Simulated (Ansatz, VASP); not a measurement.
# Cross-check of GdY between VASP and Ansatz, part 2 of 2

One calculation is typed for both programs; each brings its own data sets and cutoff. How far apart do they land? The cell is invented: As first built, before any earlier steps moved the atoms (in the runner's words): it takes the YSb structure with some of its atoms replaced by other elements, volume scaled by an estimate. It may not be a known or stable phase. The cell is taken from a series of VASP runs on this material, whose earlier steps may have relaxed, scaled or displaced it; both programs get it as it stands.

VASP 6.6.1 and Ansatz 0.2.0.

So far: Set-up; VASP: band structure, LDA.

### 3. Ansatz: band structure, LDA

Level of this step: Ansatz beside VASP: Kohn-Sham DFT, plane waves, LDA (Ansatz).

Ansatz runs on its default PAW (the set named soft_2) files.

The same cell, functional (in two slightly different forms), mesh and smearing now go to Ansatz, which takes its cutoff from its data sets.

input.yaml

```yaml
crystal:
  lattice:
    - [0.0, 3.1044636274, 3.1044636274]
    - [3.1044636274, 0.0, 3.1044636274]
    - [3.1044636274, 3.1044636274, 0.0]
  atoms:
    - { symbol: Gd, position: [0.0, 0.0, 0.0], spin: 6.958 }
    - { symbol: "Y", position: [0.5, 0.5, 0.5], spin: 0.299 }
hamiltonian:
  xc: lda
  pseudopotentials: { kind: paw }
magnetization:
  spin_polarized: true
kpoints:
  mp_grid: { grid: [6, 6, 6] }
  band_path:
    path:
      - [0.0, 0.0, 0.0]
      - [0.16667, 0.0, 0.16667]
      - [0.33333, 0.0, 0.33333]
      - [0.5, 0.0, 0.5]
      - [0.5, 0.08333, 0.58333]
      - [0.5, 0.18333, 0.68333]
      - [0.5, 0.25, 0.75]
      - [0.45, 0.3, 0.75]
      - [0.40833, 0.34167, 0.75]
      - [0.35, 0.35, 0.7]
      - [0.225, 0.225, 0.45]
      - [0.075, 0.075, 0.15]
      - [0.03333, 0.03333, 0.03333]
      - [0.23333, 0.23333, 0.23333]
      - [0.4, 0.4, 0.4]
      - [0.51667, 0.46667, 0.51667]
      - [0.55833, 0.38333, 0.55833]
      - [0.60833, 0.28333, 0.60833]
      - [0.60833, 0.25, 0.64167]
      - [0.55833, 0.25, 0.69167]
      - [0.51667, 0.25, 0.73333]
      - [0.5, 0.3, 0.7]
      - [0.5, 0.38333, 0.61667]
      - [0.5, 0.48333, 0.51667]
      - [0.475, 0.475, 0.55]
      - [0.425, 0.425, 0.65]
      - [0.38333, 0.38333, 0.73333]
      - [0.59167, 0.18333, 0.59167]
      - [0.55, 0.1, 0.55]
      - [0.5, 0.0, 0.5]
    npoints: 1
scf:
  occupations: { method: methfessel_paxton, width: 0.2 }
  n_extra_bands: 12
output:
  forces: true
  stress: true
  eigenvalues: true
```

The run is started by

```sh
$ ansatz run input.yaml --threads 2 --pin off --max-ram 4608MiB --backend cpu --events-out ev --progress --plain --runs-dir out
```

Numbers of over 12 decimals in the logs are rounded to 6 here.

The program printed:

```text
scf.n_extra_bands = 12 over 15 filled bands (N_el = 29.0): the run solves 27 bands
Engine: ansatz 0.2.0, aarch64-unknown-linux-gnu
Pseudopotentials: kind: paw
Pseudopotential: Gd, paw, valence charge 18, recommended cutoff 420 eV (normal), Gd.paw.azcp
Pseudopotential: Y, paw, valence charge 11, recommended cutoff 420 eV (normal), Y.paw.azcp
Functional definition: SPW92
  exchange = slater_x
  correlation = pw_c
Crystal: 2 atoms, lattice volume = 59.840 Å³
Basis set: ecut = 420 eV, 1211 PW (Γ)
Bands: 27, of which v1, the nominal top of the filled ones, is band 15 counted from 1 (14 counted from 0)
Symmetry: 48 space group operations
Space group: Fm-3m (ITA 225), of the structure as read, at distance tolerance 3.9e-5 Å
Magnetic group: BNS 225.116 (UNI 1618), of the structure as read, at distance tolerance 3.9e-5 Å
k-points: 16 of 216
Non-local potential: Gd, projectors of the file, l = 0: 3, l = 1: 2, l = 2: 2, l = 3: 3
Non-local potential: Y, projectors of the file, l = 0: 3, l = 1: 2, l = 2: 2, l = 3: 1
PAW form: soft (Blöchl's): semilocal exchange-correlation on the pseudo side does not see the compensation charge
PAW frozen core: Gd, regenerated for the run's functional, and the local potential with it (the file was generated under x = pbe(κ = 0.804, μ = 0.219515), c = pbe(β = 0.066725))
PAW frozen core: Y, regenerated for the run's functional, and the local potential with it (the file was generated under x = pbe(κ = 0.804, μ = 0.219515), c = pbe(β = 0.066725))
PAW one-centre angular grid: Gd, 590 points (default); XC on 64 Gauss nodes
PAW one-centre angular grid: Y, 590 points (default); XC on 64 Gauss nodes
Initial density: superposition of atomic densities (chi_scale 0.1, normalization cell)
Starting moments: Σ|m| = 7.257 μB on 2 of 2 sites
Initial wavefunctions: pseudopotential atomic-orbital guess
Functional: x = slater, c = lda
iter 1 solved again at ethr=7.01e-4 eV; its pass at ethr=3.10e-3 eV (dr2=2.03e-1 eV) is discarded
SCF iter   1: F=—  HF=-12870.826203 eV  |F-HF|=—  |Δ(HF+E_count)|=         —  Δρ=1.80e-2 (↑6.99e-3 ↓1.80e-2)  dr2=2.00e-1  dr2_m=5.77e-2  M=7.362 μB ∫|m|=7.362 μB  β_m=0.30  ethr=7.01e-4  ⟨swp⟩=1.0  Hψ=4954  notcnv=0
Mixer restart at iter 1: flushing history
preconditioner: auto → Kerker (q_TF=auto, 2.418 Å⁻¹)  [metal: Δε(μ)=0.050 eV  Ē_g=14.643 eV  σ=0.200 eV  W_gap=0.14  n_scr=14 (ndim 8)  ℏωp=24.0 eV  f_vac=0.000  D(μ)=5.67/eV (n_scr^D=64)]
spin=Collinear: Kerker preconditioning applied to the charge; magnetization (m = ρ↑ − ρ↓) channel mixes plain (no charge-response kernel on spin).
SCF iter   2: F=—  HF=-12870.872406 eV  |F-HF|=—  |Δ(HF+E_count)|=   4.62e-2  Δρ=1.54e-2 (↑5.04e-3 ↓1.54e-2)  dr2=1.31e-1  dr2_m=4.19e-2  M=7.406 μB ∫|m|=7.407 μB  β_m=0.52  ethr=6.91e-4  ⟨swp⟩=1.0  Hψ=864  notcnv=0
SCF iter   3: F=—  HF=-12871.021037 eV  |F-HF|=—  |Δ(HF+E_count)|=   1.49e-1  Δρ=5.87e-3 (↑2.75e-3 ↓5.87e-3)  dr2=1.65e-2  dr2_m=8.91e-3  M=7.609 μB ∫|m|=7.610 μB  β_m=0.82  ethr=4.51e-4  ⟨swp⟩=2.0  Hψ=1684  notcnv=0  defer=1
SCF iter   4: F=—  HF=-12871.044726 eV  |F-HF|=—  |Δ(HF+E_count)|=   2.37e-2  Δρ=2.06e-3 (↑2.06e-3 ↓1.94e-3)  dr2=8.12e-3  dr2_m=3.14e-4  M=7.788 μB ∫|m|=7.790 μB  β_m=0.66  ethr=5.69e-5  ⟨swp⟩=2.0  Hψ=1602  notcnv=0  defer=2
SCF iter   5: F=—  HF=-12871.042289 eV  |F-HF|=—  |Δ(HF+E_count)|=   2.44e-3  Δρ=7.09e-4 (↑7.09e-4 ↓5.43e-4)  dr2=3.17e-4  dr2_m=1.59e-4  M=7.816 μB ∫|m|=7.817 μB  β_m=0.79  ethr=2.80e-5  ⟨swp⟩=2.1  Hψ=1512  notcnv=0  defer=3
SCF iter   6: F=—  HF=-12871.043878 eV  |F-HF|=—  |Δ(HF+E_count)|=   1.59e-3  Δρ=3.85e-4 (↑3.85e-4 ↓3.41e-4)  dr2=9.81e-5  dr2_m=6.02e-5  M=7.837 μB ∫|m|=7.838 μB  β_m=0.90  ethr=1.09e-6  ⟨swp⟩=2.0  Hψ=1266  notcnv=0  defer=2
SCF iter   7: F=—  HF=-12871.002284 eV  |F-HF|=—  |Δ(HF+E_count)|=         —  Δρ=5.71e-3 (↑1.32e-3 ↓5.71e-3)  dr2=1.79e-2  dr2_m=5.01e-3  M=7.946 μB ∫|m|=7.947 μB  β_m=0.90  ethr=3.38e-7  ⟨swp⟩=2.0  Hψ=1203  notcnv=0  defer=3
Mixer restart at iter 7: flushing history
iteration 7: the input's own smearing fills from here on; a Gaussian of 0.2 eV has filled iterations ahead of it
SCF iter   8: F=—  HF=-12871.032540 eV  |F-HF|=—  |Δ(HF+E_count)|=   3.03e-2  S|Δr|=    0.00e0  Δρ=2.58e-2 (↑4.24e-3 ↓2.58e-2)  dr2=4.50e-1  dr2_m=7.73e-2  M=7.641 μB ∫|m|=7.642 μB  β_m=0.41  ethr=3.38e-7  ⟨swp⟩=4.1  Hψ=2259  notcnv=0  defer=4  recentre
SCF iter   9: F=—  HF=-12871.001593 eV  |F-HF|=—  |Δ(HF+E_count)|=   3.09e-2  S|Δr|=    0.00e0  Δρ=4.78e-3 (↑1.06e-3 ↓4.78e-3)  dr2=1.29e-2  dr2_m=3.37e-3  M=7.954 μB ∫|m|=7.956 μB  β_m=0.27  ethr=3.38e-7  ⟨swp⟩=4.2  Hψ=2406  notcnv=0  defer=5
SCF iter  10: F=—  HF=-12870.999826 eV  |F-HF|=—  |Δ(HF+E_count)|=   1.77e-3  S|Δr|=    0.00e0  Δρ=2.65e-3 (↑6.82e-4 ↓2.65e-3)  dr2=3.24e-3  dr2_m=1.26e-3  M=7.948 μB ∫|m|=7.949 μB  β_m=0.30  ethr=3.38e-7  ⟨swp⟩=2.2  Hψ=1449  notcnv=0  defer=5
SCF iter  11: F=—  HF=-12870.999529 eV  |F-HF|=—  |Δ(HF+E_count)|=   2.97e-4  S|Δr|=    0.00e0  Δρ=7.21e-4 (↑1.52e-4 ↓7.21e-4)  dr2=3.06e-4  dr2_m=7.17e-5  M=7.959 μB ∫|m|=7.961 μB  β_m=0.55  ethr=3.38e-7  ⟨swp⟩=2.2  Hψ=1420  notcnv=0  defer=5
SCF iter  12: F=—  HF=-12870.999502 eV  |F-HF|=—  |Δ(HF+E_count)|=   2.73e-5  S|Δr|=    0.00e0  Δρ=4.45e-4 (↑8.79e-5 ↓4.45e-4)  dr2=1.16e-4  dr2_m=2.84e-5  M=7.959 μB ∫|m|=7.960 μB  β_m=0.75  ethr=3.38e-7  ⟨swp⟩=1.0  Hψ=829  notcnv=0  defer=5
SCF iter  13: F=—  HF=-12870.999487 eV  |F-HF|=—  |Δ(HF+E_count)|=   1.56e-5  S|Δr|=    0.00e0  Δρ=2.83e-5 (↑2.83e-5 ↓1.95e-5)  dr2=7.32e-7  dr2_m=6.20e-8  M=7.956 μB ∫|m|=7.958 μB  β_m=0.88  ethr=3.38e-7  ⟨swp⟩=2.3  Hψ=1038  notcnv=0  defer=5
SCF iter  14: F=—  HF=-12870.999487 eV  |F-HF|=—  |Δ(HF+E_count)|=   7.36e-7  S|Δr|=    0.00e0  Δρ=8.89e-5 (↑1.52e-5 ↓8.89e-5)  dr2=4.62e-6  dr2_m=1.12e-6  M=7.957 μB ∫|m|=7.958 μB  β_m=0.88  ethr=2.53e-9  ⟨swp⟩=2.2  Hψ=1243  notcnv=0  defer=5
SCF iter  15: F=-12870.999486 eV  HF=-12870.999487 eV  |F-HF|=1.05e-7  |Δ(HF+E_count)|=   6.92e-7  S|Δr|=    0.00e0  Δρ=1.24e-5 (↑1.08e-6 ↓1.24e-5)  dr2=9.05e-8  dr2_m=2.18e-8  M=7.957 μB ∫|m|=7.959 μB  ethr=3.45e-10  ⟨swp⟩=6.6  Hψ=3401  notcnv=0
SCF 1 converged in 15 iterations: F = -12870.999486 eV  dr2 = 9.05e-8
  greatest PAW one-centre occupation: 0.998 electrons in one spin orbital (limit 2), on the Gd atom at site 0 (counted from 0), in its partial waves of l = 0
this state was not tested for a lower state beside it, because cold or Methfessel-Paxton smearing, or corrected tetrahedra, fill the levels in a way that the test cannot read (fill_not_monotonic; see scf.lower_state_search)
NSCF: frozen V_eff on 30 k-points
SCF converged after 15 iterations
Magnetization: 7.9570 μB (18.4785 up, 10.5215 down)
Absolute magnetization: 7.9585 μB (∫|ρ↑−ρ↓|, with the PAW one-centre terms)
Spin contamination: 0.0185 ħ² per cell (⟨S²⟩ above its minimum at these occupations)
Per-site moments (μB) at R_I (Å): [(7.254353, 1.280591), (0.274855, 1.280591)]
Free energy (F): -12870.999486 eV
Harris-Foulkes:  -12870.999487 eV  (|F-HF|=1.05e-7)
Internal energy: -12871.019443 eV  (E = F + TS)
E sigma→0 (E₀):  -12871.004476 eV
Entropy (-TS):   0.019956 eV (9.978 meV/atom)
Fermi energy:    11.733454 eV
--- Per-component energies (eV) ---
  E_band       = -134.376992
  E_kinetic    = 714.188048
  E_local      = -2814.000395  (includes V_loc(G=0)·N_el)
  E_nonlocal   = 352.614252
  E_hartree    = 1115.954074
  E_xc         = -403.793535
  E_vxc        = -452.123978  (∫ρ·V_xc dr)
  E_paw        = -8971.313356  (= ΣΔE_a)
  E_vpaw       = -166.946376  (= ΣTr[D̂ρ^β])
  E_aug_tail   = 0.000002  (compensation charges beyond the density's cutoff)
  E_ewald      = -2866.277153
  E_core_change = 1.608619  (= ΣΔE_core)
  E_smearing   = 0.019956  (= −TS)
  E_closure    = -0.000000  (closes the sum)
  Σ components = -12870.999486   (vs F -12870.999486, Δ=0.00e0)
--- Forces (eV/Å), atoms counted from 1 ---
  atom   1  Gd    -0.00000000     0.00000000    -0.00000000
  atom   2  Y      0.00000000     0.00000000    -0.00000000
  max |Σ_I F_I| component: 2.93e-29 eV/Å
--- Stress (GPa, compression-positive) ---
        0.228322       0.000000      -0.000000
        0.000000       0.228322       0.000000
       -0.000000       0.000000       0.228322
  P = ⅓ Tr σ = 0.2283 GPa (2.283 kbar)
--- Band table (eV; the first three rows and the last of 32) ---
  k-point 0 ↑: bands = [... 11 lower, 7.1862, 7.1975, 7.2354, 7.2354, 7.2354, 10.4712, 10.4712, 10.5771, ... 8 higher]
  k-point 1 ↑: bands = [... 11 lower, 7.2035, 7.2212, 7.2212, 7.2359, 7.4644, 10.5163, 10.8161, 10.8161, ... 8 higher]
  k-point 2 ↑: bands = [... 11 lower, 7.1981, 7.1981, 7.2183, 7.2369, 8.7669, 10.4802, 11.7424, 11.7424, ... 8 higher]
  k-point 15 ↓: bands = [... 11 lower, 11.9224, 12.0890, 12.1292, 12.1431, 12.2325, 12.2414, 12.2883, 12.3802, ... 8 higher]
```

It took 5 s on 2 threads of Arm Neoverse V1, shared host; peak memory 0.38 GiB; 8.9 s of CPU time.

Reading the cycles: dr2 is the Hartree energy of the density residual (eV), the measure of convergence; HF is the Harris–Foulkes estimate of the energy, which meets the free energy F at convergence.

### 4. Side by side

Known differences besides the potentials themselves: the two LDA forms differ slightly; the cutoff is 420 eV in Ansatz and 450 eV in VASP; Ansatz makes its cores anew for this functional, VASP keeps those of its PBE data sets; VASP's log shows a relativistic correction to its local exchange, Ansatz's none; site moments are counted in spheres of each program's own size. Total energies have different zeros and are not compared.

Compared:

| quantity | Ansatz | VASP | difference |
| --- | --- | --- | --- |
| pressure (GPa) | 0.23 | -0.06 | +0.29 |
| total moment (μB) | 7.96 | 7.73 | +0.23 |
| moment on Gd1 (μB) | 7.25 | 6.96 | +0.30 |
| moment on Y2 (μB) | 0.28 | 0.30 | -0.02 |

VASP's last cycles still show a density residual of 2e-02, so its state may not be settled.

### 5. VASP: single point, LDA

With cell and atoms fixed, the geometry can't cause a difference; cores, projectors, grids and the points listed under the comparison can.

INCAR

```
SYSTEM = GdY
PREC = Accurate
ENCUT = 450
EDIFF = 1E-06
NELM = 100
ISMEAR = -5
SIGMA = 0.2
LREAL = .FALSE.
ALGO = Normal
GGA = CA
ISPIN = 2
MAGMOM = 6.958 0.299
LMAXMIX = 6
LORBIT = 11
LWAVE = .FALSE.
LCHARG = .FALSE.
NEDOS = 2001
```

POSCAR

```
GdY
1.0
    0.0000000000      3.1044636274      3.1044636274
    3.1044636274      0.0000000000      3.1044636274
    3.1044636274      3.1044636274      0.0000000000
Gd Y
1 1
Direct
    0.0000000000      0.0000000000      0.0000000000
    0.5000000000      0.5000000000      0.5000000000
```

KPOINTS

```
Automatic mesh
0
Gamma
8 8 8
0 0 0
```

PAW data sets: Gd and Y_sv (PBE family, release 64).

The run is started by

```sh
$ mpirun -np 1 vasp_std
```

The program printed:

```text
[banner, memory and clock lines left out]
running    1 mpi-ranks, on    1 nodes
[...]
[... a notice as in an earlier step ...]

 LDA part: xc-table for (Slater(with rela. corr.)+CA(PZ))
 , standard interpolation
 POSCAR, INCAR and KPOINTS ok, starting setup
[...]
entering main loop
       N       E                     dE             d eps       ncg     rms          rms(c)
DAV:   1     0.165563219549E+03    0.16556E+03   -0.10902E+04  3466   0.522E+03
DAV:   2     0.918124266485E+01   -0.15638E+03   -0.14423E+03  3646   0.511E+02
DAV:   3    -0.125848542483E+02   -0.21766E+02   -0.20900E+02  4152   0.118E+02
DAV:   4    -0.157069766355E+02   -0.31221E+01   -0.30123E+01  4946   0.330E+01
[...]
DAV:  23    -0.172659033511E+02    0.21283E-04   -0.15437E-04  3620   0.304E-01    0.166E-01
DAV:  24    -0.172659074117E+02   -0.40606E-05   -0.24715E-05  4226   0.252E-02    0.501E-02
DAV:  25    -0.172659067098E+02    0.70187E-06   -0.71729E-07  2168   0.914E-03
   1 F= -.17265907E+02 E0= -.17265907E+02  d E =0.000000E+00  mag=     7.8768
|                                                                             |
|           W    W    AA    RRRRR   N    N  II  N    N   GGGG   !!!           |
|           W    W   A  A   R    R  NN   N  II  NN   N  G    G  !!!           |
|           W    W  A    A  R    R  N N  N  II  N N  N  G       !!!           |
|           W WW W  AAAAAA  RRRRR   N  N N  II  N  N N  G  GGG   !            |
|           WW  WW  A    A  R   R   N   NN  II  N   NN  G    G                |
|           W    W  A    A  R    R  N    N  II  N    N   GGGG   !!!           |
|                                                                             |
|     Tetrahedron method does not include variations of the Fermi             |
|     occupations, so forces and stress will be inaccurate. We suggest        |
|     using a different smearing scheme ISMEAR = 1 or 2 for metals in         |
|     relaxations.                                                            |
|                                                                             |
```

From OUTCAR (step 5):

```text
  Total       -0.0133271     -0.0133271     -0.0133271     -0.0000000      0.0000000      0.0000000
  in kB       -0.3568250     -0.3568250     -0.3568250     -0.0000000      0.0000000      0.0000000
  external PRESSURE =      -0.3568250 kB  Pullay stress =       0.0000000 kB

 POSITION                                       TOTAL-FORCE (eV/Angst)
 -----------------------------------------------------------------------------------
      0.00000      0.00000      0.00000         0.000000      0.000000      0.000000
      3.10446      3.10446      3.10446        -0.000000      0.000000     -0.000000
 -----------------------------------------------------------------------------------
    total drift:                               -0.000000      0.000000      0.000000

  FREE ENERGIE OF THE ION-ELECTRON SYSTEM (eV)
  ---------------------------------------------------
  free  energy   TOTEN  =       -17.2659067098 eV

  energy  without entropy=      -17.2659067098  energy(sigma->0) =      -17.26590671

 magnetization (x)
# of ion       s       p       d       f       tot
--------------------------------------------------
    1        0.014  -0.049   0.283   6.741   6.988
    2        0.038   0.056   0.252   0.004   0.351
--------------------------------------------------
tot          0.052   0.007   0.535   6.745   7.339

[... 1 part as in an earlier step ...]

[... 2 further parts left out ...]
[key lines of the parts left out:]
E-fermi :   3.1285
```

The run ends at a pressure of -0.04 GPa.

### 6. Ansatz: single point, LDA

The same cell, functional (in two slightly different forms), mesh and smearing now go to Ansatz, which takes its cutoff from its data sets.

The cell is taken from a series of VASP runs on this material, whose earlier steps may have relaxed, scaled or displaced it; both programs get it as it stands.

input.yaml, the sections that differ from step 3:

```yaml
kpoints:
  mp_grid: { grid: [8, 8, 8] }
scf:
  occupations: { method: tetrahedron }
output:
  forces: true
  stress: true
# crystal, hamiltonian, magnetization: as in step 3
```

The run is started by

```sh
$ ansatz run input.yaml --threads 2 --pin off --max-ram 4608MiB --backend cpu --events-out ev --progress --plain --runs-dir out
```

The program printed:

```text
Warning: output.forces, output.stress, relax.cell or npt_langevin: where a Kohn–Sham band that disperses or a degenerate level is filled in part under the method tetrahedron, the forces or the stress that this run publishes need not agree with its energy (scf.occupations.method in the input reference, under Limitations); prefer a smearing scheme for the forces or the stress
[...]
k-point 1 ↑: bands = [... 11 lower, 7.2169, 7.2345, 7.2406, 7.2406, 7.2495, 10.5157, 10.6511, 10.6511, ... 4 higher]
  k-point 2 ↑: bands = [... 11 lower, 7.2226, 7.2226, 7.2279, 7.2502, 8.0246, 10.4684, 11.2062, 11.2062, ... 4 higher]
  k-point 28 ↓: bands = [... 11 lower, 11.6002, 12.1009, 12.1608, 12.1608, 12.2580, 12.2902, 12.2955, 12.2955, ... 4 higher]
[key lines of the parts left out:]
SCF converged after 19 iterations
Magnetization: 8.0769 μB (18.5384 up, 10.4616 down)
Free energy (F): -12870.995612 eV
Fermi energy:    11.736058 eV
P = ⅓ Tr σ = 0.4302 GPa (4.302 kbar)
```

The job ended after 6.2 s (2 threads; peak memory 0.41 GiB).

The run ends at a pressure of 0.43 GPa.

### 7. Differences

Compared:

| quantity | Ansatz | VASP | difference |
| --- | --- | --- | --- |
| pressure (GPa) | 0.43 | -0.04 | +0.47 |
| total moment (μB) | 8.08 | 7.88 | +0.20 |
| moment on Gd1 (μB) | 7.28 | 6.99 | +0.29 |
| moment on Y2 (μB) | 0.30 | 0.35 | -0.05 |

VASP's last cycles still show a density residual of 5e-03, so its state may not be settled.

### 8. Results

```json
{
 "difference in total moment (band structure, LDA)": "0.23 μB",
 "difference in total moment (single point, LDA)": "0.20 μB"
}
```

**Reading.** The difference in total moment is 0.23 μB (band structure, LDA). How closely two codes agree says nothing of how well the functional describes the real material.

[Lines on the potential files, build, host, timing and source positions are cut from VASP's logs without a mark.]

[Logs are printed without paths, hosts, clocks, repeated set-up lines and the standing remarks that a program may print on its own settings, such as how far it seeks lower states.]

[Hosts, paths, dates, database ids (printed as entryN), source tags and the programs' standing remarks are cut or masked in the printed files.]
